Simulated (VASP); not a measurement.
## Na2ZrS2: equilibrium volume by level of theory

```yaml
crystal:
  lattice:
    - [-2.47618, 2.47618, 4.04035]
    - [2.47618, -2.47618, 4.04035]
    - [2.47618, 2.47618, -4.04035]
  atoms:
    - { symbol: Na, position: [0.35677, 0.35677, 0.00000] }
    - { symbol: Na, position: [0.64323, 0.64323, 0.00000] }
    - { symbol: Zr, position: [0.00000, 0.00000, 0.00000] }
    - { symbol: S, position: [0.75000, 0.25000, 0.50000] }
    - { symbol: S, position: [0.25000, 0.75000, 0.50000] }
```

The cell comes from a database or a generator and needn't be the stable form of this composition.

| rung | level | program and potentials | cutoff (eV) | k mesh | smearing | equilibrium volume (Å³/atom) | notes |
| --- | --- | --- | --- | --- | --- | --- | --- |
| GGA | PBE | VASP, PBE PAW files Na_pv, S, Zr_sv, 600 eV | 600 | 6 × 6 × 6 | fermi-dirac 0.05 | 19.40 | - |
| GGA + dispersion | PBE+D3(BJ) | VASP, PBE PAW files Na_pv, S, Zr_sv, 600 eV | 600 | 6 × 6 × 6 | fermi-dirac 0.05 | 18.31 | - |
| GGA + dispersion | PBE+D3(zero damping) | VASP, PBE PAW files Na_pv, S, Zr_sv, 600 eV | 600 | 6 × 6 × 6 | fermi-dirac 0.05 | 18.52 | - |
| GGA + U (4 eV) | PBE+U (Zr d U = 4 eV) | VASP, PBE PAW files Na_pv, S, Zr_sv, 600 eV | 600 | 6 × 6 × 6 | fermi-dirac 0.05 | 19.89 | - |
| GGA + U (6 eV) | PBE+U (Zr d U = 6 eV) | VASP, PBE PAW files Na_pv, S, Zr_sv, 600 eV | 600 | 6 × 6 × 6 | fermi-dirac 0.05 | 20.06 | - |
| GGA + U (2 eV) | PBE+U (Zr d U = 2 eV) | VASP, PBE PAW files Na_pv, S, Zr_sv, 600 eV | 600 | 6 × 6 × 6 | fermi-dirac 0.05 | 19.59 | - |
| GGA + U (8 eV) | PBE+U (Zr d U = 8 eV) | VASP, PBE PAW files Na_pv, S, Zr_sv, 600 eV | 600 | 6 × 6 × 6 | fermi-dirac 0.05 | 20.22 | - |
| GGA + U (5 eV) | PBE+U (Zr d U = 5 eV) | VASP, PBE PAW files Na_pv, S, Zr_sv, 600 eV | 600 | 6 × 6 × 6 | fermi-dirac 0.05 | 19.99 | - |
| GGA + U (3 eV) | PBE+U (Zr d U = 3 eV) | VASP, PBE PAW files Na_pv, S, Zr_sv, 600 eV | 600 | 6 × 6 × 6 | fermi-dirac 0.05 | 19.69 | - |

Task: relaxation of cell and atoms. All rows: no spin polarisation. Smearing widths are in eV. For a metal such meshes aren't converged. Meshes are those of the run's cell of 5 atoms unless a note names another. Relaxations start from the cell shown or near it and stop with a little pressure left. Runs on faulty files, with rough fits or with known faults for this quantity aren't shown. No row holds spin-orbit coupling.

By rung: GGA 19.40; GGA + dispersion 18.31 to 18.52; GGA + U (4 eV) 19.89; GGA + U (6 eV) 20.06; GGA + U (2 eV) 19.59; GGA + U (8 eV) 20.22; GGA + U (5 eV) 19.99; GGA + U (3 eV) 19.69 (Å³/atom).
